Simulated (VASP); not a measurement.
**AgCl: structure and properties in VASP**

Aim: relax AgCl, then compute properties on the relaxed cell. The steps: relaxing cell and atoms (LDA), second relaxation, density, ELF and potential (LDA), bands along the symmetry lines (LDA), total and projected DOS (LDA), core levels (LDA), electric field gradients (LDA) and optical spectrum (LDA). The start is a computed cell from the Materials Project.

Main program and level: VASP 6.6.1; LDA; plane waves and PAW (Ag, Cl).

### 1. The structure

Before any relaxation, the start is as follows. It takes space group Fm-3m (No. 225, cubic). Conventional cell: a = 5.545 Å, b = 5.545 Å, c = 5.545 Å, α = 90.00°, β = 90.00°, γ = 90.00°. Ag has 6 Cl at 2.77 Å nearest. Cl has 6 Ag at 2.77 Å nearest. Farther neighbours and most contacts between anions are not listed.

Coordinates:

```cif
data_structure
_symmetry_space_group_name_H-M 'P 1'
_symmetry_Int_Tables_number 1
_cell_length_a 3.9211
_cell_length_b 3.9211
_cell_length_c 3.9211
_cell_angle_alpha 60.000
_cell_angle_beta 60.000
_cell_angle_gamma 60.000
_cell_volume 42.63
loop_
_atom_site_label
_atom_site_type_symbol
_atom_site_fract_x
_atom_site_fract_y
_atom_site_fract_z
_atom_site_occupancy
Ag1 Ag 0.00000 0.00000 0.00000 1
Cl2 Cl 0.50000 0.50000 0.50000 1
```

### 2. Relaxing cell and atoms (LDA)

The start need not lie at this functional's minimum. ISIF = 3 frees volume, shape and positions, and EDIFFG sets the threshold on forces and stress at which the search stops. LDA, the lowest rung, knows the local density alone.

Contents of INCAR:

```
SYSTEM = AgCl
PREC = Accurate
ENCUT = 400
EDIFF = 1E-06
NELM = 100
ISMEAR = 0
SIGMA = 0.05
LREAL = .FALSE.
ALGO = Normal
GGA = CA
NBANDS = 15
LASPH = .TRUE.
LORBIT = 11
LWAVE = .FALSE.
LCHARG = .FALSE.
KPAR = 2
IBRION = 2
NSW = 60
ISIF = 3
EDIFFG = -0.01
```

Contents of POSCAR:

```
AgCl
1.0
    0.0000000000      2.7726629968      2.7726629968
    2.7726629968      0.0000000000      2.7726629968
    2.7726629968      2.7726629968      0.0000000000
Ag Cl
1 1
Direct
    0.0000000000      0.0000000000      0.0000000000
    0.5000000000      0.5000000000      0.5000000000
```

Contents of KPOINTS:

```
Automatic mesh
0
Gamma
7 7 7
0 0 0
```

PAW data sets: Ag and Cl (LDA family, release 64).

Launch:

```console
$ mpirun -np 2 vasp_std
```

What it wrote:

```text
[banner, memory and clock lines left out]
running    2 mpi-ranks, on    1 nodes
 distrk:  each k-point on    1 cores,    2 groups
 distr:  one band on    1 cores,    1 groups

 POSCAR found type information on POSCAR AgCl
 POSCAR found :  2 types and       2 ions
 LDA part: xc-table for (Slater(with rela. corr.)+CA(PZ))
 , standard interpolation
 POSCAR, INCAR and KPOINTS ok, starting setup
 FFT: planning ... GRIDC
 FFT: planning ... GRID_SOFT
 FFT: planning ... GRID
 WAVECAR not read
 entering main loop
       N       E                     dE             d eps       ncg     rms          rms(c)
DAV:   1     0.782296550866E+02    0.78230E+02   -0.72629E+03   632   0.863E+02
DAV:   2    -0.428458826467E+01   -0.82514E+02   -0.77020E+02   712   0.200E+02
DAV:   3    -0.685797387885E+01   -0.25734E+01   -0.25676E+01   754   0.382E+01
DAV:   4    -0.687562380359E+01   -0.17650E-01   -0.17648E-01   747   0.346E+00
DAV:   5    -0.687585920139E+01   -0.23540E-03   -0.23540E-03   782   0.388E-01    0.634E+00
DAV:   6    -0.672167455130E+01    0.15418E+00   -0.26122E-01   780   0.706E+00    0.419E+00
DAV:   7    -0.671527262281E+01    0.64019E-02   -0.64247E-02   733   0.178E+00    0.193E+00
DAV:   8    -0.671252726208E+01    0.27454E-02   -0.43967E-03   684   0.620E-01    0.253E-01
DAV:   9    -0.671242328900E+01    0.10397E-03   -0.26556E-04   817   0.252E-01    0.465E-02
DAV:  10    -0.671243290204E+01   -0.96130E-05   -0.30297E-05   734   0.470E-02    0.151E-02
DAV:  11    -0.671243289063E+01    0.11417E-07   -0.26933E-07   545   0.552E-03
   1 F= -.67124329E+01 E0= -.67124329E+01  d E =-.671243E+01
 curvature:   0.00 expect dE= 0.000E+00 dE for cont linesearch  0.000E+00
 trial: gam= 0.00000 g(F)=  0.116E-59 g(S)=  0.169E+00 ort = 0.000E+00 (trialstep = 0.100E+01)
 search vector abs. value=  0.169E+00
 bond charge predicted
       N       E                     dE             d eps       ncg     rms          rms(c)
DAV:   1    -0.926964626067E+01   -0.25572E+01   -0.38693E+01   600   0.620E+01    0.122E+01
DAV:   2    -0.692506596802E+01    0.23446E+01   -0.77097E+00   600   0.283E+01    0.284E+00
DAV:   3    -0.681184823499E+01    0.11322E+00   -0.22061E-01   705   0.423E+00    0.173E+00
DAV:   4    -0.680012570470E+01    0.11723E-01   -0.37200E-02   733   0.146E+00    0.989E-01
DAV:   5    -0.679760664994E+01    0.25191E-02   -0.23425E-03   656   0.406E-01    0.286E-01
DAV:   6    -0.679743392940E+01    0.17272E-03   -0.40767E-04   719   0.148E-01    0.340E-02
DAV:   7    -0.679743116766E+01    0.27617E-05   -0.11076E-05   698   0.232E-02    0.146E-02
DAV:   8    -0.679743270702E+01   -0.15394E-05   -0.63891E-07   513   0.809E-03    0.312E-03
DAV:   9    -0.679743268499E+01    0.22030E-07   -0.12637E-07   356   0.390E-03
   2 F= -.67974327E+01 E0= -.67974327E+01  d E =-.849998E-01
 trial-energy change:   -0.085000  1 .order   -0.077867   -0.168923    0.013189
 step:   0.9407(harm=  0.9276)  dis= 0.00000  next Energy=    -6.797822 (dE=-0.854E-01)
 bond charge predicted
       N       E                     dE             d eps       ncg     rms          rms(c)
DAV:   1    -0.680620652725E+01   -0.87738E-02   -0.13947E-01   614   0.379E+00    0.636E-01
DAV:   2    -0.679837304112E+01    0.78335E-02   -0.19827E-02   628   0.162E+00    0.215E-01
DAV:   3    -0.679788739784E+01    0.48564E-03   -0.12404E-03   712   0.263E-01    0.142E-01
DAV:   4    -0.679784105899E+01    0.46339E-04   -0.50195E-05   740   0.550E-02    0.477E-02
DAV:   5    -0.679783624926E+01    0.48097E-05   -0.66374E-06   712   0.415E-02    0.560E-03
DAV:   6    -0.679783616661E+01    0.82652E-07   -0.23579E-06   520   0.174E-02
   3 F= -.67978362E+01 E0= -.67978362E+01  d E =-.854033E-01
 curvature:  -0.45 expect dE=-0.148E-05 dE for cont linesearch -0.148E-05
 trial: gam= 0.00000 g(F)=  0.503E-62 g(S)=  0.330E-05 ort =-0.747E-03 (trialstep = 0.988E+00)
 search vector abs. value=  0.330E-05
 reached required accuracy - stopping structural energy minimisation
```

Run time: 25 s. Hardware: 2 MPI ranks of AMD EPYC 7R43, shared host; peak memory 0.21 GiB.

Lines that name or quote the potential files are left out of all logs, and their timing lines are given in words.

Parts of OUTCAR (step 2):

```text
ion  position               nearest neighbor table
   1  0.000  0.000  0.000-   2 2.77   2 2.77   2 2.77   2 2.77   2 2.77   2 2.77
   2  0.500  0.500  0.500-   1 2.77   1 2.77   1 2.77   1 2.77   1 2.77   1 2.77

  LATTYP: Found a face centered cubic cell.
 ALAT       =     5.5453259936

 Subroutine GETGRP returns: Found 48 space group operations
 (whereof 48 operations were pure point group operations)

The static configuration has the point symmetry O_h .

 Found     20 irreducible k-points:

   k-points           NKPTS =     20   k-points in BZ     NKDIM =     20   number of bands    NBANDS=     15

   dimension x,y,z NGX =    28 NGY =   28 NGZ =   28
   dimension x,y,z NGXF=    56 NGYF=   56 NGZF=   56

   ENCUT  =  400.0 eV  29.40 Ry    5.42 a.u.   6.39  6.39  6.39*2*pi/ulx,y,z

   NELECT =      18.0000    total number of electrons

 k-points in reciprocal lattice and weights: Automatic mesh
   0.00000000  0.00000000  0.00000000       0.003
   0.14285714  0.00000000  0.00000000       0.023
   0.28571429  0.00000000  0.00000000       0.023
   0.42857143  0.00000000  0.00000000       0.023
   0.14285714  0.14285714  0.00000000       0.017
   0.28571429  0.14285714  0.00000000       0.070
   0.42857143  0.14285714  0.00000000       0.070
  -0.42857143  0.14285714  0.00000000       0.070
  -0.28571429  0.14285714  0.00000000       0.070
[...]
-0.42857143  0.42857143  0.14285714       0.070
  -0.28571429  0.42857143  0.14285714       0.070

 average (electrostatic) potential at core
       1 -72.5522       2 -94.6164

 E-fermi :   5.2050

 k-point     1 :       0.0000    0.0000    0.0000
  band No.  band energies     occupation
    ...
      5       2.0607      2.00000
      6       2.0607      2.00000
      7       2.2673      2.00000
      8       2.2673      2.00000
      9       2.2673      2.00000
     10       5.6805      0.00000
     11      15.7353      0.00000
     12      15.7353      0.00000
     13      15.7353      0.00000
     14      16.8883      0.00000
    ...

 k-point     2 :       0.1429    0.0000    0.0000
  band No.  band energies     occupation
    ...
      5       2.1050      2.00000
      6       2.1050      2.00000
      7       2.4202      2.00000
      8       3.2527      2.00000
      9       3.2527      2.00000
     10       6.6807      0.00000
     11      13.9804      0.00000
     12      15.2516      0.00000
     13      15.2516      0.00000
     14      17.0546      0.00000
    ...

 k-point     3 :       0.2857    0.0000    0.0000
  band No.  band energies     occupation
    ...
      5       2.3082      2.00000
      6       2.3082      2.00000
      7       2.6357      2.00000
      8       4.2656      2.00000
      9       4.2656      2.00000
     10       8.1996      0.00000
     11      12.2842      0.00000
     12      13.5850      0.00000
     13      13.5850      0.00000
     14      17.4628      0.00000
    ...

  Total        0.0067570      0.0067570      0.0067570      0.0000000      0.0000000     -0.0000000
  in kB        0.2823018      0.2823018      0.2823018      0.0000000      0.0000000     -0.0000000
  external PRESSURE =       0.2823018 kB  Pullay stress =       0.0000000 kB

  energy-cutoff  :      400.00
  volume of cell :       38.35
      direct lattice vectors                 reciprocal lattice vectors
    -0.000000000  2.676539719  2.676539719    -0.186808362  0.186808362  0.186808362
     2.676539719  0.000000000  2.676539719     0.186808362 -0.186808362  0.186808362
     2.676539719  2.676539719 -0.000000000     0.186808362  0.186808362 -0.186808362

 POSITION                                       TOTAL-FORCE (eV/Angst)
 -----------------------------------------------------------------------------------
      0.00000      0.00000      0.00000         0.000000      0.000000      0.000000
      2.67654      2.67654      2.67654         0.000000     -0.000000     -0.000000
 -----------------------------------------------------------------------------------
    total drift:                                0.000000      0.000000      0.000000

  FREE ENERGIE OF THE ION-ELECTRON SYSTEM (eV)
  ---------------------------------------------------
  free  energy   TOTEN  =        -6.7978361666 eV

  energy  without entropy=       -6.7978361666  energy(sigma->0) =       -6.79783617

 reached required accuracy - stopping structural energy minimisation

 total charge
# of ion       s       p       d       tot
------------------------------------------
    1        0.242   0.187   9.352   9.781
    2        1.601   3.450   0.000   5.051
--------------------------------------------------
tot          1.843   3.637   9.352  14.832

[... 3 further parts left out ...]
```

The gap is read on the k-mesh alone, so it is an upper bound where the band edges lie off the mesh. After so large a change of volume the plane waves of the start cell no longer fit, so the final stress carries a basis-set error. The run keeps the 48 symmetry operations of its start, so it cannot find a distortion of lower symmetry.

The steps of the relaxation:

| step | energy less that of the first step (eV) | largest force (eV/Å) | pressure (GPa) | volume (Å³) |
| --- | --- | --- | --- | --- |
| 1 | 0.0000 | 0.0000 | -5.74 | 42.63 |
| 2 | -0.0850 | 0.0000 | 0.50 | 38.09 |
| 3 | -0.0854 | 0.0000 | 0.03 | 38.35 |

| conventional cell, symmetrised | before | after | change |
| --- | --- | --- | --- |
| a (Å) | 5.545 | 5.353 | -3.5 % |
| b (Å) | 5.545 | 5.353 | -3.5 % |
| c (Å) | 5.545 | 5.353 | -3.5 % |
| volume (Å³/atom) | 21.32 | 19.17 | -10.0 % |

The relaxed structure:

```
Ag Cl
1.0
     0.00000    2.67654    2.67654
     2.67654    0.00000    2.67654
     2.67654    2.67654    0.00000
Ag Cl
1 1
Cartesian
  0.0000 0.0000 0.0000
  2.6765 2.6765 2.6765
```

Numbers from this step:

```
electrons                       : 18
bands                           : 15
irreducible k-points            : 20
symmetry operations             : 48
free energy (TOTEN)             : -6.798 eV
Fermi energy                    : 5.205 eV
pressure                        : 0.02823 GPa
metallic                        : no
valence top at k                : 0.4286, 0, 0
conduction bottom at k          : 0, 0, 0
least direct gap at k           : 0, 0, 0
SCF cycles over all ionic steps : 26
gap on the k-mesh               : 0.7498 eV
least direct gap on the k-mesh  : 3.413 eV
```

It ends with forces that vanish by symmetry and a pressure of 0.03 GPa.

### 3. Second relaxation

The basis stayed that of the start cell while the cell moved. A rerun from the cell reached resets it; the error of the finite cutoff stays.

INCAR is that of step 2.

Contents of POSCAR:

```
AgCl
1.0
    0.0000000000      2.6765397193      2.6765397193
    2.6765397193      0.0000000000      2.6765397193
    2.6765397193      2.6765397193      0.0000000000
Ag Cl
1 1
Direct
    0.0000000000      0.0000000000      0.0000000000
    0.5000000000      0.5000000000      0.5000000000
```

KPOINTS is that of step 2.

Launch:

```console
$ mpirun -np 2 vasp_std
```

What it wrote:

```text
[... set-up lines as in an earlier step ...]
 entering main loop
       N       E                     dE             d eps       ncg     rms          rms(c)
DAV:   1     0.835237041254E+02    0.83524E+02   -0.75216E+03   640   0.879E+02
DAV:   2    -0.415503695930E+01   -0.87679E+02   -0.80815E+02   712   0.210E+02
DAV:   3    -0.692957518594E+01   -0.27745E+01   -0.27693E+01   733   0.397E+01
DAV:   4    -0.694814484171E+01   -0.18570E-01   -0.18567E-01   747   0.354E+00
DAV:   5    -0.694837536687E+01   -0.23053E-03   -0.23052E-03   747   0.386E-01    0.853E+00
DAV:   6    -0.680168505122E+01    0.14669E+00   -0.25636E-01   754   0.719E+00    0.552E+00
DAV:   7    -0.679500549313E+01    0.66796E-02   -0.66864E-02   712   0.184E+00    0.218E+00
DAV:   8    -0.679270465155E+01    0.23008E-02   -0.34857E-03   705   0.578E-01    0.253E-01
DAV:   9    -0.679262216285E+01    0.82489E-04   -0.35788E-04   817   0.232E-01    0.300E-02
DAV:  10    -0.679262667056E+01   -0.45077E-05   -0.13393E-05   712   0.384E-02    0.111E-02
DAV:  11    -0.679262706979E+01   -0.39923E-06   -0.80249E-07   517   0.895E-03
   1 F= -.67926271E+01 E0= -.67926271E+01  d E =-.679263E+01
 curvature:   0.00 expect dE= 0.000E+00 dE for cont linesearch  0.000E+00
 trial: gam= 0.00000 g(F)=  0.762E-60 g(S)=  0.512E-04 ort = 0.000E+00 (trialstep = 0.100E+01)
 search vector abs. value=  0.512E-04
 bond charge predicted
       N       E                     dE             d eps       ncg     rms          rms(c)
DAV:   1    -0.679332691260E+01   -0.70024E-03   -0.11248E-02   642   0.107E+00    0.181E-01
DAV:   2    -0.679269591561E+01    0.63100E-03   -0.16253E-03   642   0.459E-01    0.596E-02
DAV:   3    -0.679265760502E+01    0.38311E-04   -0.94325E-05   754   0.707E-02    0.391E-02
DAV:   4    -0.679265390631E+01    0.36987E-05   -0.38713E-06   768   0.141E-02    0.141E-02
DAV:   5    -0.679265348105E+01    0.42526E-06   -0.38682E-07   419   0.102E-02
   2 F= -.67926535E+01 E0= -.67926535E+01  d E =-.264113E-04
 trial-energy change:   -0.000026  1 .order   -0.000019   -0.000051    0.000013
 step:   0.8756(harm=  0.8030)  dis= 0.00000  next Energy=    -6.792654 (dE=-0.272E-04)
 reached required accuracy - stopping structural energy minimisation
```

The job ended after 15 s (2 MPI ranks; peak memory 0.22 GiB; 29 s of CPU time).

Parts of OUTCAR (step 3):

```text
  LATTYP: Found a face centered cubic cell.
 ALAT       =     5.3530794386

The static configuration has the point symmetry O_h .

 Found     20 irreducible k-points:

   ENCUT  =  400.0 eV  29.40 Ry    5.42 a.u.   6.17  6.17  6.17*2*pi/ulx,y,z

   NELECT =      18.0000    total number of electrons

 E-fermi :   5.2261

 k-point     1 :       0.0000    0.0000    0.0000
  band No.  band energies     occupation
    ...
      5       2.0788      2.00000
      6       2.0788      2.00000
      7       2.2866      2.00000
      8       2.2866      2.00000
      9       2.2866      2.00000
     10       5.7087      0.00000
     11      15.7624      0.00000
     12      15.7624      0.00000
     13      15.7624      0.00000
     14      16.9122      0.00000
    ...

 k-point     2 :       0.1429    0.0000    0.0000
  band No.  band energies     occupation
    ...
      5       2.1236      2.00000
      6       2.1236      2.00000
      7       2.4402      2.00000
      8       3.2748      2.00000
      9       3.2748      2.00000
     10       6.7103      0.00000
     11      14.0066      0.00000
     12      15.2797      0.00000
     13      15.2797      0.00000
     14      17.0864      0.00000
    ...

  Total        0.0065256      0.0065256      0.0065256      0.0000000      0.0000000     -0.0000000
  in kB        0.2731610      0.2731610      0.2731610      0.0000000      0.0000000     -0.0000000
  external PRESSURE =       0.2731610 kB  Pullay stress =       0.0000000 kB

  energy-cutoff  :      400.00
  volume of cell :       38.27
      direct lattice vectors                 reciprocal lattice vectors
     0.000000000  2.674822320  2.674822320    -0.186928304  0.186928304  0.186928304
     2.674822320  0.000000000  2.674822320     0.186928304 -0.186928304  0.186928304
     2.674822320  2.674822320 -0.000000000     0.186928304  0.186928304 -0.186928304

 POSITION                                       TOTAL-FORCE (eV/Angst)
 -----------------------------------------------------------------------------------
      5.34964      2.67482      2.67482        -0.000000     -0.000000      0.000000
      2.67482      2.67482      2.67482         0.000000      0.000000     -0.000000
 -----------------------------------------------------------------------------------
    total drift:                                0.000000      0.000000      0.000000

  FREE ENERGIE OF THE ION-ELECTRON SYSTEM (eV)
  ---------------------------------------------------
  free  energy   TOTEN  =        -6.7926534810 eV

  energy  without entropy=       -6.7926534810  energy(sigma->0) =       -6.79265348

 total charge
# of ion       s       p       d       tot
------------------------------------------
    1        0.242   0.188   9.352   9.783
    2        1.601   3.449   0.000   5.050
--------------------------------------------------
tot          1.843   3.637   9.352  14.833

[... 5 parts as in an earlier step ...]

[... 6 further parts left out ...]
```

CONTCAR:

```
AgCl
   1.00000000000000
     0.0000000000000000    2.6748223195411382    2.6748223195411382
     2.6748223195411382    0.0000000000000000    2.6748223195411382
     2.6748223195411382    2.6748223195411382   -0.0000000000000000
  Ag              Cl
     1     1
Direct
     0.0000000000000000    1.0000000000000000    1.0000000000000000
     0.5000000000000000    0.5000000000000000    0.5000000000000000
```

Little changed from the start: no atom moved by 0.005 Å and no cell edge by 0.1 %.

This step gave:

```
free energy (TOTEN)             : -6.793 eV
Fermi energy                    : 5.226 eV
pressure                        : 0.02732 GPa
SCF cycles over all ionic steps : 16
gap on the k-mesh               : 0.7502 eV
least direct gap on the k-mesh  : 3.422 eV
```

It ends with forces that vanish by symmetry and a pressure of 0.03 GPa.

[end of part 1 of 4]

[Lines on the potential files, build, host, timing and source positions are cut from VASP's logs without a mark.]

[Logs are printed without paths, hosts, clocks, repeated set-up lines and the standing remarks that a program may print on its own settings, such as how far it seeks lower states.]

[Hosts, paths, dates, database ids (printed as entryN), source tags and the programs' standing remarks are cut or masked in the printed files.]

[A measured line is paired with the nearest computed mode of its activity, which favours agreement.]
